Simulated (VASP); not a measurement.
A VASP calculation is set up with these files.

KPOINTS:
```
Automatic mesh
0
Gamma
12 12 14
0 0 0
```

**POSCAR**
```
MgAs
1
    4.0908952320     0.0000000000     0.0000000000
   -2.0454476160     3.5428194367     0.0000000000
    0.0000000000     0.0000000000     2.9184708314
Mg As
1 1
Direct
  0.0000000000   0.0000000000   0.0000000000
  0.6666670000   0.3333330000   0.5000000000
```

**INCAR**
```
SYSTEM = MgAs
PREC = Accurate
ENCUT = 400
EDIFF = 1E-7
NELM = 100
ALGO = Normal
LREAL = .FALSE.
LASPH = .TRUE.
ISMEAR = -5
GGA = PS
LMAXMIX = 4
LWAVE = .FALSE.
LCHARG = .TRUE.
LORBIT = 11
NEDOS = 601
ISIF = 2
```

POTCAR, in this order: Mg As (PBE.64 set). Program: vasp_std.

Q: Write an equivalent input for Ansatz.

A: One equivalent input (not run):
Ansatz 0.2 input:
```yaml
crystal:
  lattice:
    - [4.0908952, 0.0000000, 0.0000000]
    - [-2.0454476, 3.5428194, 0.0000000]
    - [0.0000000, 0.0000000, 2.9184708]
  atoms:
    - { symbol: Mg, position: [0.0000000, 0.0000000, 0.0000000] }
    - { symbol: As, position: [0.6666670, 0.3333330, 0.5000000] }
kpoints:
  mp_grid: { grid: [12, 12, 14] }
hamiltonian:
  xc: pbesol
  pseudopotentials: { kind: paw }
scf:
  occupations: { method: tetrahedron }
  max_iter: 100
output: { forces: true, stress: true, eigenvalues: true }
```
Limits of the translation: each code has its own PAW files, so the cut-off isn't converted (ENCUT is set for VASP's; basis.ecutwfc is left out, and Ansatz then takes the one that its files recommend); Ansatz stops its SCF on the density residual and VASP on the energy change (EDIFF).

The structure comes from a computed database's MgAs entry (P-6m2); how it stands against other phases isn't given here. It was relaxed first.
